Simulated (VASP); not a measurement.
A run of VASP 6.6.1:

The input POSCAR:

```
Ga11As12                                
1.0
    0.0000000000      8.4805500000      8.4805500000
    5.6537000000      0.0000000000      5.6537000000
    5.6537000000      5.6537000000      0.0000000000
  Ga              As            
    11    12
Direct
     0.0015350008553818    0.0063192626333513    0.4963510511847191
     0.0020942186566137    0.4965984614580965    0.0052735124240348
     0.0027998306066516    0.4942908335314869    0.4941134327577401
     0.3256409516240195    0.0032651604101172    0.0025942985066933
     0.3239918258234801    0.0054752023235415    0.5023467586844901
     0.3246189071665980    0.5027972359515355    0.0041294060130514
     0.3309273804761692    0.5019021059429376    0.5000765703590049
     0.6691484811419494    0.0066570936976442    0.0074247170352959
     0.6686757438463820    0.0069053687888929    0.4845011508528687
     0.6693770717604902    0.4835456077717934    0.0068210407022380
     0.6689894758862570    0.4995580830040440    0.4997008056185913
     0.0759933024301491    0.1188798221781172    0.1186172891230466
     0.0757337317183765    0.1157533208289082    0.6539048461687110
     0.0763412665477166    0.6531903731465651    0.1153456420699878
     0.0799222459758230    0.6269028014114010    0.6258815994810640
     0.4166321411086797    0.1248845805269545    0.1244346998799422
     0.4161160500943286    0.1247700158890215    0.6241799156147879
     0.4169037216891404    0.6245018262396416    0.1232827024500605
     0.4164940473516785    0.6259885361067972    0.6248346216803007
     0.7826582551094114    0.1096649887756800    0.1106226988577018
     0.7492029612124639    0.1234765869253637    0.6274516238890943
     0.7496165823018245    0.6269166568293398    0.1232632121000300
     0.7502668066164272    0.6266950756287741    0.6267064045465512
```

The input INCAR.step1:

```
SYSTEM = Ga11As12
  PREC = Accurate
  ENCUT = 350
  EDIFF = 1E-5
  ISMEAR = 0
  SIGMA = 0.03
  LREAL = Auto
  LASPH = .TRUE.
  NELM = 70
  ALGO = Normal
  ISIF = 2
  LWAVE = .TRUE.
  LCHARG = .FALSE.
  ISPIN = 2
  MAGMOM = 0 0 0 0 0 0 0 0 0 0 0 0.6 -0.6 0.6 0 0 0 0 0 0.6 0 0 0
  LORBIT = 11
  NUPDOWN = 0
  NBANDS = 122
  NELECT = 204.0
  ISYM = -1
  TIME = 0.4
  NKRED = 2
  GGA = PE
  KPAR = 2
```

Contents of INCAR.step2:

```
SYSTEM = Ga11As12
  PREC = Accurate
  ENCUT = 350
  EDIFF = 1E-4
  ISMEAR = 0
  SIGMA = 0.03
  LREAL = Auto
  LASPH = .TRUE.
  NELM = 70
  ALGO = Damped
  ISIF = 2
  LWAVE = .FALSE.
  LCHARG = .FALSE.
  ISPIN = 2
  MAGMOM = 0 0 0 0 0 0 0 0 0 0 0 0.6 -0.6 0.6 0 0 0 0 0 0.6 0 0 0
  LORBIT = 11
  NUPDOWN = 0
  GGA = PE
  LHFCALC = .TRUE.
  HFSCREEN = 0.2
  PRECFOCK = Fast
  NBANDS = 122
  NELECT = 204.0
  ISYM = -1
  TIME = 0.4
  NKRED = 2
  ISTART = 1
  KPAR = 2
```

File KPOINTS:

```
regular mesh
0
G
  2 2 2
  0 0 0
```

Potentials or basis: VASP PAW PBE potentials, release 64 (Ga_d, As).

Run with:

```bash
$ cat potpaw_PBE.64/Ga_d/POTCAR potpaw_PBE.64/As/POTCAR > POTCAR
$ cp INCAR.step1 INCAR
$ mpirun -np 4 vasp_std > vasp.out
$ cp INCAR.step2 INCAR
$ mpirun -np 4 vasp_std > vasp.out
```

Hardware: 4 MPI ranks on Intel(R) Xeon(R) Platinum 8259CL CPU @ 2.50GHz (Skylake/Cascade Lake), on a shared host.

Estimate the wall time of this run.

Run time: 44 min on 4 MPI ranks on Intel(R) Xeon(R) Platinum 8259CL CPU @ 2.50GHz (Skylake/Cascade Lake), with other jobs on the host, peak memory 1 GiB a rank. Counts: scf iterations 14, k points 8.
